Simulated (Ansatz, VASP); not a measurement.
# GaSb: VASP beside Ansatz

Aim: how closely do two programs agree when they are given the same cell, functional and k mesh? The structure shown is the end of the Ansatz relaxation below.

Calculated with Ansatz 0.2.0; plane waves, with VASP 6.6.1 beside it; single point at r2SCAN.

## Step 1: Set-up

The structure is tetragonal, space group I-4m2 (No. 119). Conventional cell: a = 4.294 Å, b = 4.294 Å, c = 6.186 Å, α = 90.00°, β = 90.00°, γ = 90.00°. Nearest to Ga lie 4 Sb at 2.65 Å. Sb has 4 Ga at 2.65 Å nearest. Farther neighbours are not listed.

## Step 2: Ansatz: relaxation, r2SCAN

Ansatz runs on its PAW soft_1 files.

This run makes the geometry at which the two programs are then compared.

File input.yaml:

```yaml
crystal:
  lattice:
    - [0.0, 3.0363205201, 3.0669904243]
    - [3.0363205201, 0.0, 3.0669904243]
    - [3.0363205201, 3.0363205201, 0.0]
  atoms:
    - { symbol: Ga, position: [1.49171e-05, 1.49171e-05, 1.49171e-05] }
    - { symbol: Sb, position: [0.7499850829, 0.7499850829, 0.7499850829] }
  conventional_axes: [[-1, 1, 1], [1, -1, 1], [1, 1, -1]]
kpoints:
  mp_grid: { grid: [12, 12, 12], shift: [0.5, 0.5, 0.5] }
hamiltonian:
  xc: r2scan
  pseudopotentials: { kind: paw, azcp: { folder: soft_1 } }
scf:
  occupations: { method: gaussian, width: 0.02 }
output:
  forces: true
  stress: true
  eigenvalues: true
relax:
  adjacent_minimum: "off"
  f_tol: 0.001
  max_steps: 60
  cell: { stress_tol: 0.01, fix: [a, b, angles] }
```

The run is started by

```
$ ansatz run input.yaml --threads 4 --pin off --max-ram 10240MiB --backend cpu --events-out ev --progress --plain --runs-dir out
```

Numbers of over 12 decimals in the logs are rounded to 6 here.

Output:

```text
Engine: ansatz 0.2.0, x86_64-unknown-linux-gnu
Pseudopotentials: kind: paw
Pseudopotential: Ga, paw, valence charge 13, recommended cutoff 500 eV (meta_gga), soft_1/Ga.paw.azcp
Pseudopotential: Sb, paw, valence charge 15, recommended cutoff 500 eV (meta_gga), soft_1/Sb.paw.azcp
Functional definition: r2SCAN
  parameter k0 = 0.174
  parameter k1 = 0.065
  parameter a1 = 4.9479
  exchange = r2scan_x(k0 = k0, k1 = k1, a1 = a1)
  correlation = r2scan_c
Crystal: 2 atoms, lattice volume = 56.551 Å³
Basis set: ecut = 500 eV, 1443 PW (Γ), exchange–correlation on 128×128×128 points (64 copies of the dense FFT grid, shifted against one another)
Bands: 18, of which v1, the nominal top of the filled ones, is band 14 counted from 1 (13 counted from 0)
Symmetry: 2 space group operations
Space group: Cm (ITA 8), of the structure as read, at distance tolerance 3.8e-5 Å
k-points: 468 of 1728 (time reversal used)
Non-local potential: Ga, projectors of the file, l = 0: 2, l = 1: 2, l = 2: 3, l = 3: 1
Non-local potential: Sb, projectors of the file, l = 0: 2, l = 1: 2, l = 2: 2, l = 3: 1
PAW form: soft (Blöchl's): semilocal exchange-correlation on the pseudo side does not see the compensation charge
PAW frozen core: Ga, regenerated for the run's functional (the file was generated under x = pbe(κ = 0.804, μ = 0.219515), c = pbe(β = 0.066725))
PAW frozen core: Sb, regenerated for the run's functional (the file was generated under x = pbe(κ = 0.804, μ = 0.219515), c = pbe(β = 0.066725))
PAW one-centre angular grid: Ga, 590 points (default); XC on 160 Gauss nodes
PAW one-centre angular grid: Sb, 590 points (default); XC on 160 Gauss nodes
Initial density: superposition of atomic densities (chi_scale 0.1, normalization cell, long waves kept (reshape's long-wave potential 0.00 eV rms))
Initial wavefunctions: pseudopotential atomic-orbital guess
Functional: x = r2scan, c = r2scan; τ floored in thin density (d = 2e-4 eV/Å³)
iter 1 solved again at ethr=1.71e-3 eV; its pass at ethr=3.10e-3 eV (dr2=4.80e-1 eV) is discarded
SCF iter   1: F=—  HF=-10289.890705 eV  |F-HF|=—  |Δ(HF+E_count)|=         —  Δρ=3.68e-2  dr2=4.79e-1  dr2_τ=4.99e-3  ethr=1.71e-3  ⟨swp⟩=1.0  Hψ=58140  notcnv=0
preconditioner: auto → none  [insulator: Δε(μ)=0.599 eV  Ē_g=15.642 eV  σ=0.020 eV  W_gap=1.00  n_scr=14 (ndim 8)  ℏωp=20.9 eV  f_vac=0.006  D(μ)=0.00/eV (n_scr^D=0)  ε∞_Penn≈2.8]
SCF iter   2: F=—  HF=-10289.918260 eV  |F-HF|=—  |Δ(HF+E_count)|=   2.76e-2  Δρ=1.70e-2  dr2=8.60e-2  dr2_τ=8.80e-4  ethr=1.71e-3  ⟨swp⟩=2.7  Hψ=13420  notcnv=0
SCF iter   3: F=—  HF=-10289.946283 eV  |F-HF|=—  |Δ(HF+E_count)|=   2.80e-2  Δρ=7.39e-3  dr2=2.33e-2  dr2_τ=1.50e-4  ethr=3.07e-4  ⟨swp⟩=2.7  Hψ=15421  notcnv=0
SCF iter   4: F=—  HF=-10289.935976 eV  |F-HF|=—  |Δ(HF+E_count)|=   1.03e-2  Δρ=7.37e-4  dr2=1.48e-4  dr2_τ=5.60e-6  ethr=8.32e-5  ⟨swp⟩=3.0  Hψ=17315  notcnv=0
SCF iter   5: F=—  HF=-10289.936043 eV  |F-HF|=—  |Δ(HF+E_count)|=   6.68e-5  Δρ=3.51e-4  dr2=2.44e-5  dr2_τ=5.24e-7  ethr=5.29e-7  ⟨swp⟩=2.0  Hψ=14996  notcnv=0
SCF iter   6: F=—  HF=-10289.936052 eV  |F-HF|=—  |Δ(HF+E_count)|=   9.09e-6  Δρ=3.78e-5  dr2=5.39e-7  dr2_τ=1.03e-8  ethr=8.71e-8  ⟨swp⟩=2.0  Hψ=14976  notcnv=0
SCF iter   7: F=-10289.936052 eV  HF=-10289.936052 eV  |F-HF|=2.06e-8  |Δ(HF+E_count)|=   9.65e-8  Δρ=1.05e-5  dr2=3.29e-8  dr2_τ=6.77e-10  ethr=3.57e-10  ⟨swp⟩=7.0  Hψ=44681  notcnv=0
SCF 1 converged in 7 iterations: F = -10289.936052 eV  dr2 = 3.29e-8
  greatest PAW one-centre occupation: 0.994 electrons in one spin orbital (limit 2), on the Sb atom at site 1 (counted from 0), in its partial waves of l = 2
relax step   1: F+E_penalty+E_count = -10289.93605179 eV  Δ(F+E_penalty+E_count) = +0.000e0 eV  max|allowed force component| = 8.839e-4 eV/Å  Δτ_max = 0.0000 Å  P = +1.112 GPa  Ω = 56.551 Å³  fix = [a, b, alpha, beta, gamma]  reactions: a +1.282, b +1.282 GPa; alpha +0.004, beta +0.004, gamma +0.004 GPa/rad  (7 SCF iters, dr2 threshold 1.00e-7 eV, accepted)
[...]
relax step   2: F+E_penalty+E_count = -10289.93699994 eV  Δ(F+E_penalty+E_count) = -9.481e-4 eV  max|allowed force component| = 7.172e-4 eV/Å  Δτ_max = 0.0001 Å  P = +0.518 GPa  Ω = 57.139 Å³  energy of the carried Pulay correction = -1.212e-4 eV  fix = [a, b, alpha, beta, gamma]  reactions: a +0.869, b +0.869 GPa; alpha +0.000, beta +0.000, gamma +0.001 GPa/rad  (5 SCF iters, dr2 threshold 2.00e-7 eV, accepted)
[...]
relax step   3: F+E_penalty+E_count = -10289.93708958 eV  Δ(F+E_penalty+E_count) = -8.964e-5 eV  max|allowed force component| = 6.866e-5 eV/Å  Δτ_max = 0.0001 Å  P = +0.630 GPa  Ω = 57.026 Å³  energy of the carried Pulay correction = -9.790e-5 eV  fix = [a, b, alpha, beta, gamma]  reactions: a +0.945, b +0.945 GPa; alpha +0.002, beta +0.002, gamma +0.003 GPa/rad  (4 SCF iters, dr2 threshold 8.52e-8 eV, accepted)
[...]
relax step   4: F+E_penalty+E_count = -10289.93719186 eV  Δ(F+E_penalty+E_count) = -1.023e-4 eV  max|allowed force component| = 6.801e-5 eV/Å  Δτ_max = 0.0000 Å  P = +0.631 GPa  Ω = 57.026 Å³  fix = [a, b, alpha, beta, gamma]  reactions: a +0.946, b +0.946 GPa; alpha +0.002, beta +0.002, gamma +0.003 GPa/rad  stress off target by 7.25e-4 GPa on what of the cell is left free  SCF on the basis re-selected at this cell (its energy is not comparable with the rows above)  (6 SCF iters)
basis re-selected at this cell: Δ(F+E_penalty+E_count) = -1.023e-4 eV, ΔP = +0.002 GPa vs the last step (what re-selecting the basis moved, of the pressure what is left beyond the Pulay correction that the steps carried, after the strain that the cell walked since its last selection, with what the two solves' SCF thresholds leave and, on support functions, any second-order correction that the steps lacked; it is no m [...]
SCF converged after 6 iterations
Free energy (F): -10289.937192 eV
Harris-Foulkes:  -10289.937192 eV  (|F-HF|=0.00e0)
Internal energy: -10289.937192 eV  (E = F + TS)
E sigma→0 (E₀):  -10289.937192 eV
Fermi energy:    8.045880 eV
--- Per-component energies (eV) ---
  E_band       = -275.139823
  E_kinetic    = 273.727755
  E_local      = -3376.073606  (includes V_loc(G=0)·N_el)
  E_nonlocal   = 299.526483
  E_hartree    = 1731.990931
  E_xc         = -147.237422
  E_vxc        = -151.656581  (∫ρ·V_xc dr)
  E_paw        = -6574.425430  (= ΣΔE_a)
  E_vpaw       = -793.282665  (= ΣTr[D̂ρ^β])
  E_aug_tail   = 0.000078  (compensation charges beyond the density's cutoff)
  E_vtau       = 8.636863  (kinetic-family band-sum trace: ∫τ·v_τ [+ j·A + Jᵃ·Aᵃ] dr)
  E_ewald      = -2497.298973
  E_core_change = -0.147008  (= ΣΔE_core)
  E_smearing   = -0.000000  (= −TS)
  E_closure    = 0.000000  (closes the sum)
  Σ components = -10289.937192   (vs F -10289.937192, Δ=0.00e0)
--- Forces (eV/Å), atoms counted from 1 ---
  atom   1  Ga    -0.00006274    -0.00006274    -0.00006802
  atom   2  Sb     0.00006273     0.00006273     0.00006801
  max |Σ_I F_I| component: 6.56e-9 eV/Å
--- Stress (GPa, compression-positive) ---
        0.946354      -0.002719      -0.002205
       -0.002719       0.946354      -0.002205
       -0.002205      -0.002205       0.000725
  P = ⅓ Tr σ = 0.6311 GPa (6.311 kbar)
--- Band table (eV; the first three rows and the last of 468) ---
  k-point 0: bands = [... 10 lower, -4.2502, 7.1903, 7.6147, 7.6895, 8.5608, 10.7085, 10.7133, 10.7827]
  k-point 1: bands = [... 10 lower, -4.1482, 6.1538, 7.2195, 7.6325, 9.1124, 10.8077, 10.8534, 11.3917]
  k-point 2: bands = [... 10 lower, -3.9006, 4.7216, 6.8557, 7.3775, 9.1463, 11.1659, 11.3596, 12.3718]
  k-point 467: bands = [... 10 lower, -2.4840, 1.1293, 5.8671, 6.3399, 8.9793, 11.6310, 11.9337, 14.9568]
--- Relaxed structure (3 steps of the walk, 3 accepted, 1 SCFs on fresh bases) ---
  F+E_penalty+E_count = -10289.93719186 eV   max|allowed force component| = 6.801e-5 eV/Å   (the final SCF, on the basis selected at the relaxed cell)
  cell:  # Å, volume = 57.0257 Å³
    - [0, 3.0363205201, 3.092755]
    - [3.0363205201, 0, 3.092755]
    - [3.0363205201, 3.0363205201, 0]
  atoms:
    - { symbol: Ga, position: [8.901558744012065e-6, 8.901558744012065e-6, 5.84615054019021e-6] }
    - { symbol: Sb, position: [0.749991, 0.749991, 0.749994] }
```

In the SCF lines HF is the Harris–Foulkes energy and dr2 the Hartree energy of the density residual, in eV; the loop may stop once dr2 is under the threshold and the program's other checks hold. Hψ counts applications of the Hamiltonian.

[end of part 1 of 3]

[Lines on the potential files, build, host, timing and source positions are cut from VASP's logs without a mark.]

[Logs are printed without paths, hosts, clocks, repeated set-up lines and the standing remarks that a program may print on its own settings, such as how far it seeks lower states.]

[Hosts, paths, dates, database ids (printed as entryN), source tags and the programs' standing remarks are cut or masked in the printed files.]
